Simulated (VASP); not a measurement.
Computed with r2SCAN meta-GGA, VASP's PBE PAW potentials (set 64) (plane waves; VASP).

VASP input:

File POSCAR:
```
YSi2
1.0
  4.0439333127   0.0000000000   0.0000000000
 -2.0219666564   3.5021491042   0.0000000000
  0.0000000000   0.0000000000   3.9231650986
Y Si
1 2
Cartesian
  0.0000000000   0.0000000000   0.0000000000
 -0.0000020220   2.3347672368   1.9615825493
  2.0219686783   1.1673818674   1.9615825493
```

INCAR:
```
# general
SYSTEM  = YSi2
PREC    = Accurate
ENCUT   = 400
LREAL   = .False.   # projection in real space or not
LASPH   = .True.   # aspherical one-centre terms

# electronic loop
EDIFF   = 1E-6   # SCF stop (eV)
NELM    = 100   # most electronic steps
ALGO    = Normal   # blocked Davidson
LMAXMIX = 4
LMIXTAU = .True.

# smearing
ISMEAR  = 1   # Methfessel-Paxton
SIGMA   = 0.1   # width (eV)

# functional
METAGGA = R2SCAN

# ions
IBRION  = 2
NSW     = 60
ISIF    = 3   # ions, shape and volume
EDIFFG  = -0.02   # ionic stop

# output
LWAVE   = .False.
LCHARG  = .False.
```

### KPOINTS
```
Automatic
0
G
 8 8 7
0 0 0
```

POTCAR, in this order: Y_sv Si (PBE.64 set). Program: vasp_std.

What VASP printed:

### OSZICAR
```
       N       E                     dE             d eps       ncg     rms          rms(c)
DAV:   1     0.212266230401E+02    0.21227E+02   -0.78649E+03  1048   0.110E+03
DAV:   2    -0.411095817418E+02   -0.62336E+02   -0.60713E+02  1268   0.212E+02
DAV:   3    -0.440161593341E+02   -0.29066E+01   -0.28637E+01  1582   0.351E+01
DAV:   4    -0.441146031169E+02   -0.98444E-01   -0.98345E-01  1397   0.651E+00
DAV:   5    -0.441166489398E+02   -0.20458E-02   -0.20457E-02  1560   0.800E-01    0.280E+01
DAV:   6    -0.393992515211E+02    0.47174E+01   -0.29557E+00  1305   0.115E+01    0.191E+01
DAV:   7    -0.398505744281E+02   -0.45132E+00   -0.22886E+00  1899   0.104E+01    0.249E+00
DAV:   8    -0.394779531475E+02    0.37262E+00   -0.11849E+00  1835   0.864E+00    0.497E+00
DAV:   9    -0.394299130074E+02    0.48040E-01   -0.44966E-01  1325   0.671E+00    0.209E+00
DAV:  10    -0.394470211567E+02   -0.17108E-01   -0.59536E-02  1266   0.217E+00    0.201E-01
DAV:  11    -0.394479234640E+02   -0.90231E-03   -0.58819E-03  1290   0.658E-01    0.205E-01
DAV:  12    -0.394465958550E+02    0.13276E-02   -0.27737E-03  1310   0.394E-01    0.366E-01
DAV:  13    -0.394482757039E+02   -0.16798E-02   -0.21450E-03  1240   0.407E-01    0.421E-02
DAV:  14    -0.394478930741E+02    0.38263E-03   -0.49764E-04  1381   0.202E-01    0.149E-01
DAV:  15    -0.394482325528E+02   -0.33948E-03   -0.12441E-04  1344   0.884E-02    0.986E-02
DAV:  16    -0.394483847912E+02   -0.15224E-03   -0.22416E-04  1335   0.122E-01    0.296E-02
DAV:  17    -0.394483979615E+02   -0.13170E-04   -0.14167E-05  1333   0.365E-02    0.106E-02
DAV:  18    -0.394484018071E+02   -0.38455E-05   -0.20258E-06  1081   0.133E-02    0.928E-03
DAV:  19    -0.394484027906E+02   -0.98355E-06   -0.78335E-07   733   0.699E-03
   1 F= -.39448403E+02 E0= -.39448949E+02  d E =-.394484E+02
       N       E                     dE             d eps       ncg     rms          rms(c)
DAV:   1    -0.395356414602E+02   -0.87240E-01   -0.23623E+00  1240   0.125E+01    0.246E+00
DAV:   2    -0.394840812684E+02    0.51560E-01   -0.27559E-01  1290   0.407E+00    0.133E+00
DAV:   3    -0.394596926019E+02    0.24389E-01   -0.20177E-01  1634   0.276E+00    0.135E+00
DAV:   4    -0.394576162719E+02    0.20763E-02   -0.88646E-03  1275   0.818E-01    0.115E+00
DAV:   5    -0.394545230064E+02    0.30933E-02   -0.19081E-02  1410   0.918E-01    0.457E-01
DAV:   6    -0.394585286835E+02   -0.40057E-02   -0.99293E-03  1190   0.914E-01    0.259E-01
DAV:   7    -0.394589015074E+02   -0.37282E-03   -0.68440E-04  1175   0.256E-01    0.598E-02
DAV:   8    -0.394588555304E+02    0.45977E-04   -0.22978E-04  1200   0.158E-01    0.286E-02
DAV:   9    -0.394588730459E+02   -0.17515E-04   -0.65699E-05  1220   0.787E-02    0.187E-02
DAV:  10    -0.394588875291E+02   -0.14483E-04   -0.61039E-06  1265   0.323E-02    0.113E-02
DAV:  11    -0.394588707200E+02    0.16809E-04   -0.49232E-06  1178   0.259E-02    0.274E-03
DAV:  12    -0.394588779302E+02   -0.72102E-05   -0.12094E-06   836   0.152E-02    0.152E-03
DAV:  13    -0.394588750550E+02    0.28752E-05   -0.98094E-08   640   0.326E-03    0.898E-04
DAV:  14    -0.394588756433E+02   -0.58829E-06   -0.17073E-08   615   0.132E-03
   2 F= -.39458876E+02 E0= -.39459172E+02  d E =-.104729E-01
       N       E                     dE             d eps       ncg     rms          rms(c)
DAV:   1    -0.394667060542E+02   -0.78310E-02   -0.17951E-01  1230   0.341E+00    0.679E-01
DAV:   2    -0.394623173179E+02    0.43887E-02   -0.18698E-02  1246   0.112E+00    0.347E-01
DAV:   3    -0.394605096185E+02    0.18077E-02   -0.14164E-02  1653   0.749E-01    0.366E-01
DAV:   4    -0.394604493007E+02    0.60318E-04   -0.59323E-04  1260   0.205E-01    0.304E-01
DAV:   5    -0.394604220201E+02    0.27281E-04   -0.10791E-03  1430   0.206E-01    0.851E-02
DAV:   6    -0.394605458648E+02   -0.12384E-03   -0.55272E-04  1220   0.209E-01    0.530E-02
DAV:   7    -0.394605778372E+02   -0.31972E-04   -0.49068E-05  1205   0.673E-02    0.165E-02
DAV:   8    -0.394605724202E+02    0.54170E-05   -0.13334E-05  1205   0.408E-02    0.563E-03
DAV:   9    -0.394605767544E+02   -0.43342E-05   -0.34390E-06  1255   0.182E-02    0.422E-03
DAV:  10    -0.394605735396E+02    0.32148E-05   -0.27280E-07   695   0.734E-03    0.150E-03
DAV:  11    -0.394605766618E+02   -0.31222E-05   -0.22396E-07   630   0.615E-03    0.769E-04
DAV:  12    -0.394605748006E+02    0.18611E-05   -0.48225E-08   585   0.247E-03    0.558E-04
DAV:  13    -0.394605752773E+02   -0.47667E-06   -0.61468E-09   555   0.640E-04
   3 F= -.39460575E+02 E0= -.39461003E+02  d E =-.121725E-01
       N       E                     dE             d eps       ncg     rms          rms(c)
DAV:   1    -0.394632258599E+02   -0.26511E-02   -0.12427E-01  1230   0.285E+00    0.305E-01
DAV:   2    -0.394621704167E+02    0.10554E-02   -0.41404E-03  1255   0.507E-01    0.165E-01
DAV:   3    -0.394619720122E+02    0.19840E-03   -0.16971E-03  1285   0.370E-01    0.579E-02
DAV:   4    -0.394619927476E+02   -0.20735E-04   -0.28882E-04  1279   0.157E-01    0.442E-02
DAV:   5    -0.394619822257E+02    0.10522E-04   -0.24176E-04  1250   0.138E-01    0.106E-02
DAV:   6    -0.394620057746E+02   -0.23549E-04   -0.14955E-04  1190   0.113E-01    0.102E-02
DAV:   7    -0.394620142928E+02   -0.85182E-05   -0.15538E-05  1240   0.345E-02    0.420E-03
DAV:   8    -0.394620162417E+02   -0.19489E-05   -0.14051E-06   913   0.115E-02    0.136E-03
DAV:   9    -0.394620154481E+02    0.79358E-06   -0.59305E-07   655   0.793E-03
   4 F= -.39462015E+02 E0= -.39462657E+02  d E =-.144017E-02
```

File OUTCAR:
```
------------------------ aborting loop because EDIFF is reached ----------------------------------------
  FORCE on cell =-STRESS in cart. coord.  units (eV):
  Direction    XX          YY          ZZ          XY          YZ          ZX
  --------------------------------------------------------------------------------------
  Total       -0.0538933     -0.0538933      0.0480219      0.0000000      0.0000000      0.0000000
  in kB       -1.5144379     -1.5144380      1.3494479      0.0000000      0.0000000      0.0000000
  external PRESSURE =      -0.5598093 kB  Pullay stress =       0.0000000 kB
  volume of cell :       57.02
      direct lattice vectors                 reciprocal lattice vectors
     4.058423002 -0.000000000  0.000000000     0.246401127  0.142259752  0.000000000
    -2.029211501  3.514697545  0.000000000     0.000000000  0.284519503  0.000000000
     0.000000000 -0.000000000  3.997135833    -0.000000000 -0.000000000  0.250179139
 POSITION                                       TOTAL-FORCE (eV/Angst)
 -----------------------------------------------------------------------------------
      4.05842     -0.00000      3.99714         0.000000     -0.000000      0.000000
     -0.00000      2.34313      1.99857         0.000000     -0.000000      0.000000
      2.02921      1.17156      1.99857        -0.000000      0.000000     -0.000000
 -----------------------------------------------------------------------------------
    total drift:                                0.000000      0.000000      0.000000
  FREE ENERGIE OF THE ION-ELECTRON SYSTEM (eV)
  ---------------------------------------------------
  free  energy   TOTEN  =       -39.4620154481 eV

  energy  without entropy=      -39.4639397068  energy(sigma->0) =      -39.46265687

 reached required accuracy - stopping structural energy minimisation
```
(Selected blocks of OUTCAR.)

**CONTCAR**
```
YSi2
   1.00000000000000
     4.0584230020475092   -0.0000000000002031    0.0000000000000000
    -2.0292115010741094    3.5146975445868351    0.0000000000000000
     0.0000000000000000   -0.0000000000000000    3.9971358332107982
  Y               Si
     1     2
Direct
     1.0000000000000000    0.0000000000000000    1.0000000000000000
     0.3333330000000032    0.6666669999999968    0.5000000000000000
     0.6666669999999968    0.3333330000000032    0.5000000000000000
```

### OUTCAR
```
 val. band max:        7.2230932098   @ k =   0.2500   0.1250   0.1429

 cond. band min:       7.3045167264   @ k =   0.3750   0.2500   0.0000


 Fermi energy:         7.2430470503

 k-point     1 :       0.0000    0.0000    0.0000
  band No.  band energies     occupation
      1     -37.0459      2.00000
      2     -16.4050      2.00000
      3     -16.3707      2.00000
      4     -16.3707      2.00000
      5      -5.6700      2.00000
      6       3.5733      2.00000
      7       3.5734      2.00000
      8       4.6222      2.00000
      9       5.8344      2.00000
     10       6.1369      2.00000
     11       8.2262     -0.00000
     12       8.2263     -0.00000
     13       9.9880      0.00000

 k-point     2 :       0.1250    0.0000    0.0000
  band No.  band energies     occupation
      1     -37.0443      2.00000
      2     -16.4007      2.00000
      3     -16.3982      2.00000
      4     -16.3766      2.00000
      5      -5.4641      2.00000
      6       2.3972      2.00000
      7       3.4623      2.00000
      8       4.5859      2.00000
      9       5.8143      2.00000
     10       7.1129      2.06929
     11       8.2928     -0.00000
     12       8.4884     -0.00000
     13       9.7757      0.00000

 k-point     3 :       0.2500    0.0000    0.0000
  band No.  band energies     occupation
      1     -37.0406      2.00000
      2     -16.4633      2.00000
      3     -16.3907      2.00000
      4     -16.3905      2.00000
      5      -4.8686      2.00000
      6       0.6370      2.00000
      7       3.2228      2.00000
      8       4.5293      2.00000
      9       5.3464      2.00000
     10       7.7424     -0.00000
     11       9.1770     -0.00000
     12       9.2235     -0.00000
     13       9.3569      0.00000

 k-point     4 :       0.3750   -0.0000    0.0000
  band No.  band energies     occupation
      1     -37.0369      2.00000
      2     -16.5269      2.00000
      3     -16.4048      2.00000
...
```

Energy and stress use the plane-wave basis of the starting cell.

The structure comes from a computed database's YSi2 entry (P6/mmm); how it stands against other phases isn't given here. This run relaxes it. Symmetry was kept, so distortions that lower it aren't found. The start is the result of an earlier pass. The electron count is odd and the run is not spin-polarised, which forces a metal.
